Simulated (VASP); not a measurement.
A run of VASP 6.6.1 is set up as follows.

Contents of INCAR:

```
  PREC = Accurate
  ENCUT = 520
  EDIFF = 1E-7
  ISMEAR = -1
  SIGMA = 0.05
  LREAL = False
  LASPH = True
  NELM = 100
  ALGO = Normal
  ISIF = 2
  LWAVE = False
  LCHARG = False
  ISPIN = 2
  MAGMOM = 3 3 4 4 0 0 0 0
  LORBIT = 11
  LMAXMIX = 6
  GGA = PE
  NBANDS = 52
```

KPOINTS

```
regular mesh
0
Gamma
  7 7 3
```

POSCAR

```
NdMnPO
1.0
    4.1045560000      0.0000000000      0.0000000000
    0.0000000000      4.1045560000      0.0000000000
    0.0000000000      0.0000000000      8.9088370000
Nd Mn P O
2 2 2 2
Direct
    0.5000000000      0.0000000000      0.1297580000
    0.0000000000      0.5000000000      0.8702420000
    0.0000000000      0.0000000000      0.5000000000
    0.5000000000      0.5000000000      0.5000000000
    0.5000000000      0.0000000000      0.6732250000
    0.0000000000      0.5000000000      0.3267750000
    0.0000000000      0.0000000000      0.0000000000
    0.5000000000      0.5000000000      0.0000000000
```

Potentials or basis: VASP PAW PBE potentials, release 64 (Nd, Mn_pv, P, O).

Command:

```sh
$ cat potpaw_PBE.64/Nd/POTCAR potpaw_PBE.64/Mn_pv/POTCAR potpaw_PBE.64/P/POTCAR potpaw_PBE.64/O/POTCAR > POTCAR
$ mpirun -np 1 vasp_std > vasp.out
```

Problem. What does it give for the pressure?

Solution. -7.8 GPa.

Problem. What does it give for the largest force?

Solution. 1.691 eV/Å.

Problem. What does it give for the net moment?

Solution. 13.62 μB per cell.

Problem. What does it give for the band gap on the k mesh?

Solution. None (metal or under the smearing width).

Forces on the atoms (eV/Å):
```
Nd   0.000  0.000 -0.223
Nd   0.000  0.000  0.223
Mn   0.000  0.000  0.000
Mn   0.000  0.000  0.000
P    0.000  0.000 -1.691
P    0.000  0.000  1.691
O    0.000  0.000  0.000
O    0.000  0.000  0.000
```

Caveat: the magnetic or orbital state may not be the lowest; spin-orbit coupling is left out, which moves the levels of the heavy elements; without U or exact exchange the open f shell lies at the Fermi level, which spoils levels, moments and volumes; only a ferromagnetic start was run, and an antiferromagnetic order may lie lower in energy; forces of over 1 eV/Å show positions far from the minimum, so gaps and moduli don't describe the material at rest. The state reached can hang on the start; a lower one may exist.
